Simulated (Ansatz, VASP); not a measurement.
**As (arsenene, 1 layer): VASP beside Ansatz**

Wanted: the spread between two codes on one cell, functional and k mesh. Of the first pair: The structure shown is the start of the Ansatz relaxation below; VASP solves that cell, so the two are compared at the walk's first step.

Calculated with Ansatz 0.2.0; plane waves, with VASP 6.6.1 beside it; PBE.

### 1. The structure

The cell holds 2 atoms: 2 As. Cell: a = 3.610 Å, b = 3.610 Å, c = 18.400 Å, α = 90.0°, β = 90.0°, γ = 120.0°. Vacuum lies along c.

### 2. Ansatz: relaxation, PBE

Ansatz runs on its default PAW (the set named soft_2) files.

The two programs are compared at the cell with which this relaxation starts, whose forces are those of its first step.

Contents of input.yaml:

```yaml
crystal:
  lattice:
    - [3.61, 0.0, 0.0]
    - [-1.805, 3.1263517077, 0.0]
    - [0.0, 0.0, 18.4]
  atoms:
    - { symbol: As, position: [0.6666666667, 0.3333333333, 0.4619565217] }
    - { symbol: As, position: [0.3333333333, 0.6666666667, 0.5380434783] }
kpoints:
  mp_grid: { grid: [12, 12, 1] }
hamiltonian:
  xc: pbe
scf:
  occupations: { method: fermi_dirac, width: 0.05 }
  convergence: { dr2_threshold: 1.0e-08 }
efield:
  axis: 3
  dipole_correction: true
  ramp_position: 0.97
  ramp_width: 0.04
relax:
  f_tol: 0.01
  cell: { fix: [c, alpha, beta] }
output:
  write_potential: true
  write_density: true
  volumetric_format: npy
```

On the command line:

```console
ansatz run input.yaml --threads 4 --pin off --max-ram 8192MiB --backend cpu --events-out ev --progress --plain --runs-dir out
```

Numbers of over 12 decimals in the logs are rounded to 6 here.

What it wrote:

```text
Warning: relax.cell: scf.convergence.dr2_threshold = 1e-8 eV is looser than the 2e-10 eV advised for a relaxation that steers and ends on the stress (1e-10 eV for each atom of the cell: 2). What an SCF threshold leaves in a stress goes as its square root, and in the free energy as the threshold itself, and one threshold admits the most on a small cell: [figures from the program's tests cut] Set scf.convergence.dr2_threshold to 2e-10 eV or tighter. The threshold is an SCF's pass mark: one that does not reach it within its budget of iterations ends unconverged, or closes short of it on a stop that the run arms, and scf.convergence.dr2_threshold's page says what that costs each kind of run
Engine: ansatz 0.2.0, x86_64-unknown-linux-gnu
Pseudopotentials: kind: paw
Pseudopotential: As, paw, valence charge 15, recommended cutoff 420 eV (normal), As.paw.azcp
Functional definition: PBE
  parameter kappa = 0.804
  parameter beta = 0.066725
  exchange = pbe_x(kappa = kappa, mu = beta*pi^2/3)
  correlation = pbe_c(beta = beta)
Crystal: 2 atoms, lattice volume = 207.665 Å³
Basis set: ecut = 420 eV, 4009 PW (Γ), exchange–correlation on 50×50×250 points (8 copies of the dense FFT grid, shifted against one another)
Bands: 19, of which v1, the nominal top of the filled ones, is band 15 counted from 1 (14 counted from 0)
Symmetry: 6 space group operations
k-points: 19 of 144 (time reversal used)
Non-local potential: As, projectors of the file, l = 0: 2, l = 1: 2, l = 2: 3, l = 3: 1
PAW form: soft (Blöchl's): semilocal exchange-correlation on the pseudo side does not see the compensation charge
PAW one-centre angular grid: As, 590 points (default); XC on 64 Gauss nodes
Initial density: superposition of atomic densities (neutral atoms: chi_scale 0, normalization atom), corrected by the library's trained network
Initial wavefunctions: pseudopotential atomic-orbital guess
Functional: x = pbe(κ = 0.804, μ = 0.219515), c = pbe(β = 0.066725)
SCF iter   1: F=—  HF=-9712.267589 eV  |F-HF|=—  |Δ(HF+E_count)|=         —  Δρ=8.10e-4  dr2=1.69e-3  ethr=1.77e-3  p=0.000 e·Å  D=3.13e-5 V/Å  ΔV_dip=-0.00 eV  dr2_dipole=4.16e-9  V_vac-E_F(+/−)=4.51/4.51 eV  ⟨swp⟩=6.8  Hψ=1925  notcnv=0
efield: sawtooth ramp at fractional position 0.9700 (set: `efield.ramp_position`, or a place that a band, a saddle search or an elastic batch's reference lends), width 0.0400; the density the first Hamiltonian is built on has a dipole p = 0.000 e·Å; the dipole correction subtracts the counter field D = 3.13e-5 V/Å, which shifts the + side's vacuum level by -0.00 eV against the − side's; the planar-averaged density in the ramp window peaks in size at 6.7e-6 e/Å³
preconditioner: auto → none  [insulator: Δε(μ)=1.598 eV  Ē_g=9.375 eV  σ=0.050 eV  W_gap=1.00  n_scr=10 (ndim 8)  ℏωp=8.1 eV  f_vac=0.720  D(μ)=0.00/eV (n_scr^D=0)  ε∞_Penn≈1.8]
SCF iter   2: F=—  HF=-9712.268201 eV  |F-HF|=—  |Δ(HF+E_count)|=   6.12e-4  Δρ=4.00e-4  dr2=3.31e-4  ethr=5.62e-6  p=-0.000 e·Å  D=-1.13e-5 V/Å  ΔV_dip=0.00 eV  dr2_dipole=1.82e-8  V_vac-E_F(+/−)=4.55/4.55 eV  ⟨swp⟩=2.9  Hψ=888  notcnv=0
SCF iter   3: F=—  HF=-9712.268474 eV  |F-HF|=—  |Δ(HF+E_count)|=   2.72e-4  Δρ=1.21e-4  dr2=3.49e-5  ethr=1.10e-6  p=0.000 e·Å  D=1.72e-4 V/Å  ΔV_dip=-0.00 eV  dr2_dipole=1.15e-6  V_vac-E_F(+/−)=4.55/4.56 eV  ⟨swp⟩=2.0  Hψ=706  notcnv=0
SCF iter   4: F=—  HF=-9712.268462 eV  |F-HF|=—  |Δ(HF+E_count)|=   1.15e-5  Δρ=6.51e-5  dr2=3.06e-5  ethr=1.16e-7  p=-0.000 e·Å  D=-3.86e-4 V/Å  ΔV_dip=0.01 eV  dr2_dipole=5.84e-6  V_vac-E_F(+/−)=4.56/4.55 eV  ⟨swp⟩=2.0  Hψ=646  notcnv=0
SCF iter   5: F=—  HF=-9712.268472 eV  |F-HF|=—  |Δ(HF+E_count)|=   9.93e-6  Δρ=7.21e-5  dr2=7.62e-5  ethr=1.02e-7  p=0.001 e·Å  D=6.44e-4 V/Å  ΔV_dip=-0.01 eV  dr2_dipole=1.61e-5  V_vac-E_F(+/−)=4.55/4.56 eV  ⟨swp⟩=2.0  Hψ=415  notcnv=0  recentre
SCF iter   6: F=—  HF=-9712.268464 eV  |F-HF|=—  |Δ(HF+E_count)|=   8.42e-6  Δρ=6.99e-6  dr2=8.84e-8  ethr=1.02e-7  p=-0.000 e·Å  D=-1.37e-6 V/Å  ΔV_dip=0.00 eV  dr2_dipole=1.89e-10  V_vac-E_F(+/−)=4.56/4.56 eV  ⟨swp⟩=2.0  Hψ=399  notcnv=0
SCF iter   7: F=—  HF=-9712.268458 eV  |F-HF|=—  |Δ(HF+E_count)|=   6.06e-6  Δρ=2.94e-6  dr2=1.56e-8  ethr=2.95e-10  p=-0.000 e·Å  D=-3.23e-6 V/Å  ΔV_dip=0.00 eV  dr2_dipole=3.41e-12  V_vac-E_F(+/−)=4.56/4.56 eV  ⟨swp⟩=2.7  Hψ=662  notcnv=0
SCF iter   8: F=-9712.268458 eV  HF=-9712.268458 eV  |F-HF|=2.33e-9  |Δ(HF+E_count)|=   9.02e-9  Δρ=9.27e-7  dr2=2.76e-9  ethr=3.33e-11  p=0.000 e·Å  D=5.67e-7 V/Å  ΔV_dip=-0.00 eV  dr2_dipole=2.12e-12  V_vac-E_F(+/−)=4.56/4.56 eV  ⟨swp⟩=8.0  Hψ=2038  notcnv=0
SCF 1 converged in 8 iterations: F = -9712.268458 eV  dr2 = 2.76e-9
[...]
SCF iter   7: F=-9712.268305 eV  HF=-9712.268305 eV  |F-HF|=5.77e-9  |Δ(HF+E_count)|=   4.12e-8  Δρ=1.28e-6  dr2=6.13e-9  ethr=3.33e-11  p=0.000 e·Å  D=5.23e-6 V/Å  ΔV_dip=-0.00 eV  dr2_dipole=1.03e-9  V_vac-E_F(+/−)=4.63/4.63 eV  ⟨swp⟩=6.7  Hψ=2159  notcnv=0
SCF 2 converged in 7 iterations: F = -9712.268305 eV  dr2 = 6.13e-9
  greatest PAW one-centre occupation: 0.999 electrons in one spin orbital (limit 2), on the As atom at site 0 (counted from 0), in its partial waves of l = 2
relax step   2: F+E_penalty+E_count = -9712.26830539 eV  Δ(F+E_penalty+E_count) = +1.525e-4 eV  max|allowed force component| = 1.353e-1 eV/Å  Δτ_max = 0.0108 Å  P = +0.038 GPa  Ω = 207.925 Å³  energy of the carried Pulay correction = -7.712e-6 eV  fix = [c, alpha, beta]  (7 SCF iters, rejected (line search))
[...]
relax step   3: F+E_penalty+E_count = -9712.26919470 eV  Δ(F+E_penalty+E_count) = -7.368e-4 eV  max|allowed force component| = 2.367e-3 eV/Å  Δτ_max = 0.0047 Å  P = -0.017 GPa  Ω = 207.382 Å³  energy of the carried Pulay correction = +8.374e-6 eV  fix = [c, alpha, beta]  reactions: c -0.003 GPa  (6 SCF iters, accepted)
[...]
relax step   4: F+E_penalty+E_count = -9712.26918450 eV  Δ(F+E_penalty+E_count) = +1.020e-5 eV  max|allowed force component| = 2.335e-3 eV/Å  Δτ_max = 0.0000 Å  P = -0.017 GPa  Ω = 207.382 Å³  fix = [c, alpha, beta]  reactions: c -0.002 GPa  stress off target by 2.37e-2 GPa on what of the cell is left free  SCF on the basis re-selected at this cell (its energy is not comparable with the rows above)  (3 SCF iters)
basis re-selected at this cell: Δ(F+E_penalty+E_count) = +1.020e-5 eV, ΔP = -0.000 GPa vs the last step (what re-selecting the basis moved, of the pressure what is left beyond the Pulay correction that the steps carried, after the strain that the cell walked since its last selection, with what the two solves' SCF thresholds leave and, on support functions, any second-order correction that the steps lacked; it is no m [...]
SCF converged after 3 iterations
Free energy (F): -9712.269184 eV
Harris-Foulkes:  -9712.269184 eV  (|F-HF|=2.66e-9)
Internal energy: -9712.269184 eV  (E = F + TS)
E sigma→0 (E₀):  -9712.269184 eV
Fermi energy:    -1.444998 eV
Dipole field:    D = 0.000026 V/Å  (p = 0.000030 e·Å, saw-weighted, corrected)
Work function:   Φ+ = 4.5832 eV   Φ− = 4.5837 eV
Levels:          The Fermi level and band energies are counted from a zero that moves with the ramp; work functions are not
--- Per-component energies (eV) ---
  E_band       = -820.206489
  E_kinetic    = 203.879935
  E_local      = -19157.115886  (includes V_loc(G=0)·N_el)
  E_nonlocal   = -1341.472483
  E_hartree    = 9582.800429
  E_xc         = -157.583670
  E_vxc        = -157.124462  (∫ρ·V_xc dr)
  E_paw        = -3669.147008  (= ΣΔE_a)
  E_vpaw       = 466.025002  (= ΣTr[D̂ρ^β])
  E_aug_tail   = 0.000013  (compensation charges beyond the density's cutoff)
  E_efield     = 0.000000  (sawtooth field / dipole correction)
  E_vefield    = -0.000143  (∫n·V_field dr)
  E_ewald      = 4826.369486
  E_smearing   = -0.000000  (= −TS)
  E_closure    = 0.000000  (closes the sum)
  Σ components = -9712.269184   (vs F -9712.269184, Δ=0.00e0)
--- Forces (eV/Å), atoms counted from 1 ---
  atom   1  As     0.00000000    -0.00000000     0.00233280
  atom   2  As     0.00000000     0.00000000    -0.00233710
  max |Σ_I F_I| component: 4.30e-6 eV/Å
--- Stress (GPa, compression-positive) ---
       -0.023715      -0.000000       0.000000
       -0.000000      -0.023715      -0.000000
        0.000000       0.000000      -0.002447
  P = ⅓ Tr σ = -0.0166 GPa (-0.166 kbar)
--- Band table (eV; the first three rows and the last of 19) ---
  k-point 0: bands = [... 11 lower, -9.3946, -2.7624, -2.2359, -2.2359, -0.2815, 1.2682, 1.2682, 2.6499]
  k-point 1: bands = [... 11 lower, -9.3831, -3.1208, -2.7189, -2.4407, 0.3379, 1.1571, 1.4778, 2.7811]
  k-point 2: bands = [... 11 lower, -9.3958, -4.4286, -2.8956, -2.6272, 0.0320, 1.8426, 1.8914, 3.1029]
  k-point 18: bands = [... 11 lower, -12.1534, -6.5694, -4.2049, -4.2049, -0.1998, 2.3544, 2.3544, 5.8716]
--- Relaxed structure (3 steps of the walk, 2 accepted, 1 SCFs on fresh bases) ---
  F+E_penalty+E_count = -9712.26918450 eV   max|allowed force component| = 2.335e-3 eV/Å   (the final SCF, on the basis selected at the relaxed cell)
  cell:  # Å, volume = 207.3824 Å³
    - [3.607545, 0.0, 0]
    - [-1.803772, 3.124225, 0]
    - [0, 0, 18.4]
  atoms:
    - { symbol: As, position: [0.666667, 0.333333, 0.462214] }
    - { symbol: As, position: [0.333333, 0.666667, 0.537786] }
```

### 3. VASP: single point, PBE, start cell, pair 1

The same cell, functional, mesh and smearing now go to VASP, with its own data sets.

Lines of VASP's logs that name or quote its potential files are left out, and so is its time.

Contents of INCAR:

```
SYSTEM = As
PREC = Accurate
ENCUT = 400
EDIFF = 1E-06
NELM = 120
ISMEAR = -1
SIGMA = 0.05
LREAL = .FALSE.
ALGO = Normal
GGA = PE
NBANDS = 11
LORBIT = 11
LWAVE = .FALSE.
LCHARG = .FALSE.
ISIF = 2
LDIPOL = .TRUE.
IDIPOL = 3
DIPOL = 0.5 0.5 0.5
LVHAR = .TRUE.
LASPH = .TRUE.
GGA_COMPAT = .FALSE.
EFERMI = MIDGAP
NELMDL = -8
```

Contents of POSCAR:

```
As
1.0
    3.6100000000      0.0000000000      0.0000000000
   -1.8050000000      3.1263520000      0.0000000000
    0.0000000000      0.0000000000     18.4000000000
As
2
Direct
    0.6666665067      0.3333331733      0.4619565217
    0.3333331733      0.6666665067      0.5380434783
```

Contents of KPOINTS:

```
Automatic mesh
0
Gamma
12 12 1
0 0 0
```

The projector-augmented-wave data sets are As (PBE family, release 64).

On the command line:

```console
mpirun -np 1 vasp_std
```

What it wrote:

```text
[banner, memory and clock lines left out]
running    1 mpi-ranks, on    1 nodes
 distrk:  each k-point on    1 cores,    1 groups
 distr:  one band on    1 cores,    1 groups

 POSCAR found type information on POSCAR As
 POSCAR found :  1 types and       2 ions
 LDA part: xc-table for (Slater+PW92), standard interpolation
 POSCAR, INCAR and KPOINTS ok, starting setup
 FFT: planning ... GRIDC
 FFT: planning ... GRID_SOFT
 FFT: planning ... GRID
 WAVECAR not read
 entering main loop
       N       E                     dE             d eps       ncg     rms          rms(c)
DAV:   1     0.521699617664E+02    0.52170E+02   -0.27057E+03   418   0.494E+02
DAV:   2    -0.444994719330E+01   -0.56620E+02   -0.53484E+02   652   0.966E+01
DAV:   3    -0.933504657859E+01   -0.48851E+01   -0.48699E+01   589   0.358E+01
DAV:   4    -0.939239147377E+01   -0.57345E-01   -0.57332E-01   526   0.449E+00
DAV:   5    -0.939294576674E+01   -0.55429E-03   -0.55429E-03   597   0.443E-01
DAV:   6    -0.939294731527E+01   -0.15485E-05   -0.15482E-05   540   0.224E-02
DAV:   7    -0.939294734752E+01   -0.32251E-07   -0.32186E-07   613   0.260E-03
DAV:   8    -0.939294734744E+01    0.77989E-10   -0.12167E-09   421   0.131E-04    0.323E+00
DAV:   9    -0.935507885473E+01    0.37868E-01   -0.18393E-02   490   0.712E-01    0.193E+00
DAV:  10    -0.933313465100E+01    0.21944E-01   -0.39796E-02   494   0.106E+00    0.120E-01
DAV:  11    -0.933315923366E+01   -0.24583E-04   -0.13227E-03   566   0.191E-01    0.394E-02
DAV:  12    -0.933300974381E+01    0.14949E-03   -0.20686E-04   587   0.791E-02    0.216E-02
DAV:  13    -0.933302149307E+01   -0.11749E-04   -0.80069E-05   523   0.370E-02    0.108E-02
DAV:  14    -0.933305248773E+01   -0.30995E-04   -0.10247E-05   583   0.140E-02    0.670E-03
DAV:  15    -0.933316568559E+01   -0.11320E-03   -0.39020E-05   470   0.217E-02    0.264E-03
DAV:  16    -0.933319041211E+01   -0.24727E-04   -0.23279E-06   588   0.639E-03    0.148E-03
DAV:  17    -0.933320481394E+01   -0.14402E-04   -0.18618E-06   519   0.421E-03    0.908E-04
DAV:  18    -0.933320972991E+01   -0.49160E-05   -0.31683E-07   598   0.152E-03    0.348E-04
DAV:  19    -0.933321917293E+01   -0.94430E-05   -0.26673E-07   479   0.162E-03    0.480E-04
DAV:  20    -0.933322659702E+01   -0.74241E-05   -0.55367E-07   463   0.161E-03    0.371E-04
DAV:  21    -0.933322661652E+01   -0.19500E-07   -0.28966E-09   370   0.200E-04
   1 F= -.93332266E+01 E0= -.93332266E+01  d E =-.952165E-08
```

[end of part 1 of 2]

[Lines on the potential files, build, host, timing and source positions are cut from VASP's logs without a mark.]

[Logs are printed without paths, hosts, clocks, repeated set-up lines and the standing remarks that a program may print on its own settings, such as how far it seeks lower states.]

[Hosts, paths, dates, database ids (printed as entryN), source tags and the programs' standing remarks are cut or masked in the printed files.]
